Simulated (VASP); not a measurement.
Method: PBE GGA, VASP's PBE PAW potentials (set 64) (plane waves; VASP).

VASP input:

**POSCAR**
```
MgI2
1.0
  2.0968040416  -3.6317706953   0.0000000000
  2.0968040416   3.6317706953   0.0000000000
  0.0000000000   0.0000000000   7.5626311656
Mg I
1 2
Cart
  0.0000000000   0.0000000000   0.0000000000
  2.0968040416   1.2105926529   1.6745711599
  2.0968040416  -1.2105926529   5.8880600057
```

INCAR:
```
SYSTEM = MgI2
PREC = Accurate; ENCUT = 520; LREAL = .FALSE.
LASPH = .TRUE.
EDIFF = 1E-6; NELM = 100; ALGO = Normal
LMAXMIX = 4
ISMEAR = 0; SIGMA = 0.05
GGA = PE
IBRION = 2; NSW = 60; ISIF = 3
EDIFFG = -0.02
LWAVE = .FALSE.; LCHARG = .FALSE.
```

### KPOINTS
```
Automatic mesh
0
Gamma
6 6 3
0 0 0
```

POTCAR, in this order: Mg I (PBE.64 set). Program: vasp_std.

Output of the run:

### OSZICAR
```
       N       E                     dE             d eps       ncg     rms          rms(c)
DAV:   1     0.788986684701E+02    0.78899E+02   -0.57535E+03   408   0.103E+03
DAV:   2    -0.106612090893E+01   -0.79965E+02   -0.74168E+02   572   0.152E+02
DAV:   3    -0.775155490381E+01   -0.66854E+01   -0.66504E+01   512   0.506E+01
DAV:   4    -0.790158861794E+01   -0.15003E+00   -0.14998E+00   552   0.930E+00
DAV:   5    -0.790402463411E+01   -0.24360E-02   -0.24359E-02   528   0.121E+00    0.380E+00
DAV:   6    -0.776551997195E+01    0.13850E+00   -0.16370E-01   464   0.222E+00    0.265E+00
DAV:   7    -0.773900160741E+01    0.26518E-01   -0.15191E-01   452   0.218E+00    0.747E-01
DAV:   8    -0.773705672649E+01    0.19449E-02   -0.10619E-02   456   0.627E-01    0.244E-01
DAV:   9    -0.773720522330E+01   -0.14850E-03   -0.10668E-03   520   0.238E-01    0.964E-02
DAV:  10    -0.773719194499E+01    0.13278E-04   -0.33475E-05   492   0.497E-02    0.434E-02
DAV:  11    -0.773719683173E+01   -0.48867E-05   -0.17663E-05   476   0.324E-02    0.282E-02
DAV:  12    -0.773719761853E+01   -0.78681E-06   -0.91720E-07   368   0.708E-03
   1 F= -.77371976E+01 E0= -.77371976E+01  d E =-.773720E+01
       N       E                     dE             d eps       ncg     rms          rms(c)
DAV:   1    -0.773880167257E+01   -0.16048E-02   -0.23270E-02   464   0.780E-01    0.188E-01
DAV:   2    -0.773771503115E+01    0.10866E-02   -0.17689E-03   432   0.247E-01    0.792E-02
DAV:   3    -0.773746217448E+01    0.25286E-03   -0.79220E-04   456   0.139E-01    0.539E-02
DAV:   4    -0.773745833208E+01    0.38424E-05   -0.13841E-05   576   0.289E-02    0.511E-02
DAV:   5    -0.773745054456E+01    0.77875E-05   -0.18812E-05   476   0.249E-02    0.125E-02
DAV:   6    -0.773745020365E+01    0.34090E-06   -0.81151E-07   312   0.688E-03
   2 F= -.77374502E+01 E0= -.77374502E+01  d E =-.252585E-03
       N       E                     dE             d eps       ncg     rms          rms(c)
DAV:   1    -0.773751329545E+01   -0.62751E-04   -0.96214E-04   456   0.159E-01    0.383E-02
DAV:   2    -0.773746846368E+01    0.44832E-04   -0.72554E-05   432   0.498E-02    0.160E-02
DAV:   3    -0.773745744258E+01    0.11021E-04   -0.32873E-05   448   0.283E-02    0.110E-02
DAV:   4    -0.773745715268E+01    0.28990E-06   -0.46124E-07   300   0.590E-03
   3 F= -.77374572E+01 E0= -.77374572E+01  d E =-.259534E-03
       N       E                     dE             d eps       ncg     rms          rms(c)
DAV:   1    -0.773764822214E+01   -0.19078E-03   -0.37410E-03   460   0.313E-01    0.768E-02
DAV:   2    -0.773747005777E+01    0.17816E-03   -0.28802E-04   416   0.994E-02    0.325E-02
DAV:   3    -0.773742820808E+01    0.41850E-04   -0.12976E-04   440   0.563E-02    0.214E-02
DAV:   4    -0.773742733035E+01    0.87773E-06   -0.20258E-06   408   0.118E-02
   4 F= -.77374273E+01 E0= -.77374273E+01  d E =-.229712E-03
       N       E                     dE             d eps       ncg     rms          rms(c)
DAV:   1    -0.773758526308E+01   -0.15706E-03   -0.23746E-03   448   0.249E-01    0.572E-02
DAV:   2    -0.773747842046E+01    0.10684E-03   -0.17487E-04   416   0.781E-02    0.240E-02
DAV:   3    -0.773745494181E+01    0.23479E-04   -0.76856E-05   432   0.435E-02    0.173E-02
DAV:   4    -0.773745484912E+01    0.92694E-07   -0.10728E-06   336   0.898E-03
   5 F= -.77374548E+01 E0= -.77374548E+01  d E =-.257231E-03
       N       E                     dE             d eps       ncg     rms          rms(c)
DAV:   1    -0.773746271540E+01   -0.77736E-05   -0.95591E-05   452   0.508E-02    0.147E-02
DAV:   2    -0.773745724676E+01    0.54686E-05   -0.81158E-06   420   0.165E-02    0.627E-03
DAV:   3    -0.773745628904E+01    0.95772E-06   -0.39011E-06   432   0.973E-03
   6 F= -.77374563E+01 E0= -.77374563E+01  d E =-.258671E-03
       N       E                     dE             d eps       ncg     rms          rms(c)
DAV:   1    -0.773754144036E+01   -0.84194E-04   -0.33658E-03   428   0.339E-01    0.251E-02
DAV:   2    -0.773753089059E+01    0.10550E-04   -0.13560E-04   480   0.792E-02    0.156E-02
DAV:   3    -0.773752428522E+01    0.66054E-05   -0.10413E-05   484   0.196E-02    0.581E-03
DAV:   4    -0.773752310727E+01    0.11780E-05   -0.12935E-06   272   0.728E-03    0.406E-03
DAV:   5    -0.773752277571E+01    0.33156E-06   -0.67406E-07   228   0.590E-03
   7 F= -.77375228E+01 E0= -.77375228E+01  d E =-.664867E-04
       N       E                     dE             d eps       ncg     rms          rms(c)
DAV:   1    -0.773778770994E+01   -0.26460E-03   -0.30215E-02   432   0.101E+00    0.734E-02
DAV:   2    -0.773768152810E+01    0.10618E-03   -0.12112E-03   484   0.237E-01    0.429E-02
DAV:   3    -0.773762108811E+01    0.60440E-04   -0.97530E-05   484   0.593E-02    0.193E-02
DAV:   4    -0.773761167558E+01    0.94125E-05   -0.14354E-05   484   0.222E-02    0.180E-02
DAV:   5    -0.773760998535E+01    0.16902E-05   -0.28913E-06   444   0.114E-02    0.526E-03
DAV:   6    -0.773761003157E+01   -0.46219E-07   -0.33554E-07   236   0.419E-03
   8 F= -.77376100E+01 E0= -.77376100E+01  d E =-.153743E-03
```

File OUTCAR:
```
------------------------ aborting loop because EDIFF is reached ----------------------------------------
  FORCE on cell =-STRESS in cart. coord.  units (eV):
  Direction    XX          YY          ZZ          XY          YZ          ZX
  --------------------------------------------------------------------------------------
  Total       -0.0201157     -0.0201157      0.0473651      0.0000000     -0.0000000      0.0000000
  in kB       -0.2776270     -0.2776270      0.6537107      0.0000000     -0.0000000      0.0000000
  external PRESSURE =       0.0328189 kB  Pullay stress =       0.0000000 kB
  volume of cell :      116.09
      direct lattice vectors                 reciprocal lattice vectors
     2.104106872 -3.644419565 -0.000000000     0.237630515 -0.137196059  0.000000000
     2.104106872  3.644419565  0.000000000     0.237630515  0.137196059  0.000000000
    -0.000000000 -0.000000000  7.569327894     0.000000000 -0.000000000  0.132112126
 POSITION                                       TOTAL-FORCE (eV/Angst)
 -----------------------------------------------------------------------------------
      0.00000     -0.00000     -0.00000         0.000000     -0.000000      0.000000
      2.10411      1.21481      1.67028         0.000000     -0.000000     -0.006590
      2.10411     -1.21481      5.89905        -0.000000      0.000000      0.006590
 -----------------------------------------------------------------------------------
    total drift:                                0.000000     -0.000000      0.000000
  FREE ENERGIE OF THE ION-ELECTRON SYSTEM (eV)
  ---------------------------------------------------
  free  energy   TOTEN  =        -7.7376100316 eV

  energy  without entropy=       -7.7376100316  energy(sigma->0) =       -7.73761003

 reached required accuracy - stopping structural energy minimisation
```
(Selected blocks of OUTCAR.)

File CONTCAR:
```
MgI2
   1.00000000000000
     2.1041068723190568   -3.6444195645633992   -0.0000000000000000
     2.1041068723190568    3.6444195645633992    0.0000000000000000
    -0.0000000000000000   -0.0000000000000000    7.5693278943714732
  Mg              I
     1     2
Direct
     0.0000000000000000    0.0000000000000000    0.0000000000000000
     0.3333330000000032    0.6666669999999968    0.2206639328735975
     0.6666669999999968    0.3333330000000032    0.7793360671264026
```

Without a dispersion term in the relaxation, distances and binding between the weakly bound layers, chains or molecules are unreliable, and so is what depends on them.

The compound is MgI2 in the 1T layered structure. This run relaxes it. Symmetry was kept, so distortions that lower it aren't found. The start is the result of an earlier pass.
